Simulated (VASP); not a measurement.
Te4O, 5 atoms in the cell. It takes space group Pm-3m (No. 221, cubic). The conventional cell has a = 5.083 Å, b = 5.083 Å, c = 5.083 Å, α = 90.00°, β = 90.00°, γ = 90.00°. Te (site symmetry 4/mmm) is surrounded by 2 O at 2.54 Å. Te (site symmetry m-3m) is surrounded by 12 Te at 3.59 Å. O (site symmetry m-3m) is surrounded by 6 Te at 2.54 Å. The cell was built by a generator and needn't be a form met in nature.

- Program: VASP 6.6.1
- Task: relaxation of the atoms
- Functional: LDA
- Potentials or basis: VASP PAW LDA potentials, release 64 (Te, O)
- Cutoff: 520 eV
- k mesh: 5 × 5 × 5
- Occupations: gaussian, width 0.05 eV
- Spin: no spin polarisation
- Further INCAR settings: ALGO = Normal; EDIFF = 1e-06; IBRION = 2; EDIFFG = -0.01; NSW = 40

Potentials or basis: VASP PAW LDA potentials, release 64 (Te, O).

Launch:

```sh
$ cat potpaw_LDA.64/Te/POTCAR potpaw_LDA.64/O/POTCAR > POTCAR
$ mpirun -np 1 vasp_std > vasp.out
```

Hardware: 1 thread of Intel(R) Xeon(R) 6975P-C (Granite Rapids), on a shared host.

Question: Estimate the wall time of this run.

Answer: Run time: 19 s on 1 thread of Intel(R) Xeon(R) 6975P-C (Granite Rapids), with other jobs on the host, peak memory 0.19 GiB. Counts: scf iterations 18, k points 10, ion steps 1.
